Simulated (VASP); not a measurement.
Output of a VASP run:

**OSZICAR**
```
       N       E                     dE             d eps       ncg     rms          rms(c)
DAV:   1    -0.364597514094E+02   -0.36460E+02   -0.90838E+03  2730   0.130E+03
DAV:   2    -0.949174210111E+02   -0.58458E+02   -0.57461E+02  2750   0.323E+02
DAV:   3    -0.982921592068E+02   -0.33747E+01   -0.31433E+01  3805   0.426E+01
DAV:   4    -0.984154948992E+02   -0.12334E+00   -0.12160E+00  3459   0.867E+00
DAV:   5    -0.984199540954E+02   -0.44592E-02   -0.44404E-02  3985   0.121E+00    0.291E+01
DAV:   6    -0.959324499621E+02    0.24875E+01   -0.89156E-01  2995   0.109E+01    0.153E+01
DAV:   7    -0.945465562449E+02    0.13859E+01   -0.50051E-01  3983   0.730E+00    0.883E-01
DAV:   8    -0.956451801715E+02   -0.10986E+01   -0.59840E-01  2903   0.772E+00    0.272E+00
DAV:   9    -0.956358174404E+02    0.93627E-02   -0.11687E-01  2750   0.414E+00    0.131E+00
DAV:  10    -0.956507522221E+02   -0.14935E-01   -0.13350E-02  2910   0.149E+00    0.871E-01
DAV:  11    -0.956453702334E+02    0.53820E-02   -0.33688E-03  2970   0.756E-01    0.850E-01
DAV:  12    -0.956440438349E+02    0.13264E-02   -0.28906E-02  2730   0.255E+00    0.342E-01
DAV:  13    -0.956466713922E+02   -0.26276E-02   -0.13599E-02  2740   0.173E+00    0.144E-01
DAV:  14    -0.956466278113E+02    0.43581E-04   -0.13861E-04  4198   0.117E-01    0.168E-01
DAV:  15    -0.956470049021E+02   -0.37709E-03   -0.69453E-04  2770   0.375E-01    0.167E-01
DAV:  16    -0.956475354955E+02   -0.53059E-03   -0.33752E-04  2740   0.235E-01    0.132E-01
DAV:  17    -0.956491213217E+02   -0.15858E-02   -0.11171E-02  2730   0.146E+00    0.164E-01
DAV:  18    -0.956481550530E+02    0.96627E-03   -0.35800E-03  2730   0.777E-01    0.733E-02
DAV:  19    -0.956481243801E+02    0.30673E-04   -0.29805E-04  2740   0.216E-01    0.786E-02
DAV:  20    -0.956481279591E+02   -0.35789E-05   -0.87711E-05  2790   0.121E-01    0.733E-02
DAV:  21    -0.956481424545E+02   -0.14495E-04   -0.68285E-05  2780   0.113E-01    0.741E-02
DAV:  22    -0.956481372044E+02    0.52501E-05   -0.11099E-05  2945   0.456E-02    0.706E-02
DAV:  23    -0.956481065971E+02    0.30607E-04   -0.25099E-05  2770   0.675E-02    0.542E-02
DAV:  24    -0.956480847016E+02    0.21895E-04   -0.12637E-05  2785   0.469E-02    0.392E-02
DAV:  25    -0.956480839412E+02    0.76042E-06   -0.35299E-06  2830   0.267E-02    0.241E-02
DAV:  26    -0.956480810836E+02    0.28576E-05   -0.21599E-06  2780   0.205E-02    0.193E-02
DAV:  27    -0.956480829569E+02   -0.18733E-05   -0.13794E-06  2790   0.166E-02    0.117E-02
DAV:  28    -0.956480874962E+02   -0.45393E-05   -0.15335E-06  2770   0.160E-02    0.714E-03
DAV:  29    -0.956480838095E+02    0.36866E-05   -0.10566E-06  2770   0.131E-02    0.484E-03
DAV:  30    -0.956480825216E+02    0.12880E-05   -0.12323E-06  2760   0.151E-02    0.130E-03
DAV:  31    -0.956480821350E+02    0.38650E-06   -0.19254E-07  2950   0.609E-03    0.413E-04
DAV:  32    -0.956480816875E+02    0.44754E-06   -0.43589E-08  1525   0.275E-03    0.344E-04
DAV:  33    -0.956480819130E+02   -0.22553E-06   -0.42158E-09  1430   0.797E-04    0.240E-04
DAV:  34    -0.956480817751E+02    0.13793E-06   -0.45880E-09  1415   0.877E-04    0.436E-04
DAV:  35    -0.956480819291E+02   -0.15404E-06   -0.70705E-09  1410   0.112E-03    0.818E-05
DAV:  36    -0.956480819378E+02   -0.86275E-08   -0.17726E-09  1410   0.663E-04
   1 F= -.95648082E+02 E0= -.95648082E+02  d E =0.000000E+00
       N       E                     dE             ncg
```

File OUTCAR:
```
------------------------ aborting loop because EDIFF is reached ----------------------------------------
  FORCE on cell =-STRESS in cart. coord.  units (eV):
  Direction    XX          YY          ZZ          XY          YZ          ZX
  --------------------------------------------------------------------------------------
  Total       -0.0453618     -0.0453618      0.1798104      0.0000000     -0.0000000      0.0000000
  in kB       -1.1828950     -1.1828949      4.6888942      0.0000000     -0.0000000      0.0000000
  external PRESSURE =       0.7743681 kB  Pullay stress =       0.0000000 kB
  volume of cell :       61.44
      direct lattice vectors                 reciprocal lattice vectors
     1.798546012 -3.115172872  0.000000000     0.278002340 -0.160504736  0.000000000
     1.798546012  3.115172872  0.000000000     0.278002340  0.160504736  0.000000000
     0.000000000  0.000000000  5.483036554     0.000000000  0.000000000  0.182380692
 POSITION                                       TOTAL-FORCE (eV/Angst)
 -----------------------------------------------------------------------------------
      1.79855      1.03839      1.37076         0.000000     -0.000000      0.000000
      1.79855     -1.03839      4.11228        -0.000000      0.000000      0.000000
 -----------------------------------------------------------------------------------
    total drift:                               -0.000004      0.000101     -0.000011
  FREE ENERGIE OF THE ION-ELECTRON SYSTEM (eV)
  ---------------------------------------------------
  free  energy   TOTEN  =       -95.6480819378 eV

  energy  without entropy=      -95.6480819378  energy(sigma->0) =      -95.64808194

 total charge

# of ion       s       p       d       tot
------------------------------------------
    1        0.426   6.420   1.193   8.039
    2        0.426   6.420   1.193   8.039
--------------------------------------------------
tot          0.852  12.839   2.387  16.077
```
(Selected blocks of OUTCAR.)

**POSCAR**
```
Dy
1
    1.7985460124    -3.1151728724     0.0000000000
    1.7985460124     3.1151728724    -0.0000000000
   -0.0000000000    -0.0000000000     5.4830365537
Dy
2
Direct
  0.3333330000   0.6666670000   0.2500000000
  0.6666670000   0.3333330000   0.7500000000
```

Problem. Write an INCAR and KPOINTS that could have produced this output.

Solution. Several could match; the one computed here: the input of the run itself, SCAN meta-GGA, plane waves, VASP's PBE PAW potentials (set 64).

**INCAR**
```
SYSTEM = Dy
PREC = Accurate; ENCUT = 520; LREAL = F
LASPH = T
EDIFF = 1E-7; NELM = 100; ALGO = Normal
LMAXMIX = 6; LMIXTAU = T
ISMEAR = -5
METAGGA = SCAN
ISIF = 2
LWAVE = F; LCHARG = F; LORBIT = 11
NEDOS = 601
```

**KPOINTS**
```
kpoints
0
G
 13 13 8
0 0 0
```

KPOINTS_OPT:
```
k-points along high-symmetry lines
6
Line-mode
Reciprocal
  0.000000   0.000000   0.000000 ! GAMMA
  0.000000   0.500000   0.000000 ! M

  0.000000   0.500000   0.000000 ! M
 -0.333333   0.666667   0.000000 ! K

 -0.333333   0.666667   0.000000 ! K
  0.000000   0.000000   0.000000 ! GAMMA

  0.000000   0.000000   0.000000 ! GAMMA
  0.000000   0.000000   0.500000 ! A

  0.000000   0.000000   0.500000 ! A
  0.000000   0.500000   0.500000 ! L

  0.000000   0.500000   0.500000 ! L
 -0.333333   0.666667   0.500000 ! H

 -0.333333   0.666667   0.500000 ! H
  0.000000   0.000000   0.500000 ! A

  0.000000   0.500000   0.500000 ! L
  0.000000   0.500000   0.000000 ! M

 -0.333333   0.666667   0.500000 ! H
 -0.333333   0.666667   0.000000 ! K
```

POTCAR, in this order: Dy_3 (PBE.64 set). Program: vasp_std.

The 4f electrons are frozen in the core of the lanthanide potential, so 4f levels, which can set the real gap, and their magnetism are missing. For a metal the tetrahedron method with Blöchl corrections gives inexact stress and forces.

The compound is Dy in the hcp structure. It was relaxed first.
